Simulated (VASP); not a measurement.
Here is the system:

```yaml
crystal:
  lattice:
    - [4.29219, 0.00000, 0.00000]
    - [-2.14610, 3.71715, 0.00000]
    - [0.00000, 0.00000, 7.41907]
  atoms:
    - { symbol: Y, position: [0.00000, 0.00000, 0.00000] }
    - { symbol: Y, position: [0.00000, 0.00000, 0.50000] }
    - { symbol: Sb, position: [0.33333, 0.66667, 0.25000] }
    - { symbol: Sb, position: [0.66667, 0.33333, 0.75000] }
```

These are PBEsol GGA, VASP's PBE PAW potentials (set 64) (plane waves; VASP 6.6.1) values and carry that method's errors. Settings: 400 eV cut-off, Gaussian smearing of 0.050 eV, potentials Y_sv Sb.

Task: Give the energies of bands 11 to 19 at the high-symmetry points, in eV from the Fermi level.

Result: 
```tsv
band	Γ	M	K	A	L	H
11	-4.31	-4.07	-3.50	-2.57	-3.60	-2.96
12	-1.58	-2.44	-2.89	-2.57	-3.60	-2.96
13	-1.58	-2.37	-2.89	-0.85	-1.67	-2.58
14	-0.21	-1.76	-1.97	-0.85	-1.67	-2.58
15	0.42	-1.74	-1.97	-0.85	-1.23	-1.80
16	0.90	-0.52	-1.30	-0.85	-1.23	-1.80
17	0.90	-0.33	1.74	1.76	0.68	1.36
18	1.28	1.47	2.21	1.79	0.68	1.36
19	1.28	2.76	2.21	1.86	3.27	2.40
```

It has no gap at this level: it comes out as a metal or semimetal.

The structure was generated: YSb was put into the NiAs type type (P6_3/mmc), which need not be its known phase. It was relaxed first, which changed the volume by -32 %.
